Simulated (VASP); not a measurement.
Crystal: CdIn3.

```
CELL_PARAMETERS angstrom
0.00000 3.72554 3.72554
3.72554 0.00000 3.72554
3.72554 3.72554 0.00000
ATOMIC_POSITIONS crystal
Cd 0.00000 0.00000 0.00000
In 0.25000 0.25000 0.25000
In 0.75000 0.75000 0.75000
In 0.50000 0.50000 0.50000
```

The cell comes from a database or a generator and needn't be the stable form of this composition.

```yaml
Program: VASP 6.6.1
Task: relaxation of cell and atoms
Functional: PBEsol
Potentials_or_basis: VASP PAW PBE potentials, release 64 (Cd, In_d)
Cutoff: 600 eV
k_mesh: 5 × 5 × 5
Occupations: methfessel-paxton, width 0.1 eV
Spin: no spin polarisation
```

At the start: pressure -1.5 GPa; volume 25.85 Å³/atom.

Problem. Where does the relaxation end?

Solution. Over 3 steps the energy falls by 5.2 meV/atom and the volume is 24.80 Å³/atom (-4.1 %); space group Fm-3m (No. 225, to 0.05 Å).

Step by step:
```
step  energy change (eV)  largest force (eV/Å)  pressure (GPa)  volume (Å³)
   1              0.0000                0.0000           -1.48       103.42
   2             -0.0202                0.0000           -0.28        99.88
   3             -0.0207                0.0000           -0.02        99.21
```

Final structure:
```yaml
crystal:
  lattice:
    - [0.00000, 3.67428, 3.67428]
    - [3.67428, 0.00000, 3.67428]
    - [3.67428, 3.67428, 0.00000]
  atoms:
    - { symbol: Cd, position: [0.00000, 0.00000, 0.00000] }
    - { symbol: In, position: [0.25000, 0.25000, 0.25000] }
    - { symbol: In, position: [0.75000, 0.75000, 0.75000] }
    - { symbol: In, position: [0.50000, 0.50000, 0.50000] }
```

Caveat: the PAW data sets were made with another functional, which shifts forces and pressure a little.
